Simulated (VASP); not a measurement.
Si13Ge3:

```
Ge Si
1.0
     0.00000    5.47038    5.47038
     5.47038    0.00000    5.47038
     5.47038    5.47038    0.00000
Ge Si
3 13
Cartesian
  4.1028 4.1028 4.1028
  6.8380 6.8380 4.1028
  5.4704 2.7352 5.4704
  6.8380 4.1028 6.8380
  9.5732 6.8380 6.8380
  4.1028 6.8380 6.8380
  6.8380 9.5732 6.8380
  6.8380 6.8380 9.5732
  9.5732 9.5732 9.5732
  2.7352 2.7352 2.7352
  5.4704 5.4704 2.7352
  8.2056 5.4704 5.4704
  2.7352 5.4704 5.4704
  5.4704 8.2056 5.4704
  5.4704 5.4704 8.2056
  8.2056 8.2056 8.2056
```

The cell was built by a generator and needn't be a form met in nature.

| Item | Value |
| --- | --- |
| Program | VASP 6.6.1 |
| Task | relaxation of cell and atoms |
| Functional | PBEsol |
| Potentials or basis | VASP PAW PBE potentials, release 64 (Ge_d, Si) |
| Cutoff | 600 eV |
| k mesh | 6 × 6 × 6 |
| Occupations | gaussian, width 0.03 eV |
| Spin | no spin polarisation |

At the start: pressure 0.2 GPa; volume 20.46 Å³/atom.

Q: How do energy, volume and symmetry change on relaxing?

A: Over 6 steps the energy falls by 3.6 meV/atom and the volume is 20.50 Å³/atom (+0.2 %); space group Cm (No. 8, to 0.05 Å).

Step by step:
```tsv
step	energy change (eV)	largest force (eV/Å)	pressure (GPa)	volume (Å³)
1	0.0000	0.4833	0.20	327.40
2	-0.0541	0.1109	-0.14	328.62
3	-0.0562	0.0428	-0.24	328.93
4	-0.0570	0.0278	0.15	327.45
5	-0.0573	0.0232	0.02	327.97
6	-0.0574	0.0056	0.00	328.03
```

Final structure:
```
CELL_PARAMETERS angstrom
0.00035 5.47417 5.47371
5.47384 0.00068 5.47338
5.47452 5.47452 0.00000
ATOMIC_POSITIONS crystal
Ge 0.37649 0.37062 0.37645
Ge 0.37511 0.37494 0.87498
Ge 0.24841 0.75443 0.24858
Si 0.37634 0.87632 0.37638
Si 0.37634 0.87632 0.87096
Si 0.87498 0.37489 0.37516
Si 0.87497 0.37489 0.87497
Si 0.87094 0.87634 0.37636
Si 0.87498 0.87515 0.87494
Si 0.24733 0.24736 0.25260
Si 0.24733 0.24736 0.75272
Si 0.24855 0.75404 0.74871
Si 0.75408 0.24853 0.24870
Si 0.75403 0.24855 0.74871
Si 0.75007 0.75013 0.24992
Si 0.75007 0.75013 0.74987
```

Caveat: the PAW data sets were made with another functional, which shifts forces and pressure a little.
